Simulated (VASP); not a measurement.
Consider the following.

```yaml
crystal:
  lattice:
    - [0.00000, 2.84633, 2.84633]
    - [2.84633, 0.00000, 2.84633]
    - [2.84633, 2.84633, 0.00000]
  atoms:
    - { symbol: Mg, position: [0.00000, 0.00000, 0.00000] }
    - { symbol: S, position: [0.75000, 0.75000, 0.75000] }
```

The numbers are results of HSE06 screened hybrid, VASP's PBE PAW potentials (set 64) (plane waves; VASP 6.6.1), not measurements. Run with 400 eV cut-off, 6×6×6 Γ-centred mesh, Gaussian smearing of 0.050 eV, potentials Mg S.

Give the stress tensor in GPa (positive for a compressed cell).

```
-1.07   0.00   0.00
 0.00  -1.07   0.00
 0.00   0.00  -1.07
```
The pressure is its mean diagonal, -1.07 GPa.

The structure comes from a computed database's MgS entry (F-43m); how it stands against other phases isn't given here. It was relaxed first. The cell's shape comes from a PBE relaxation.
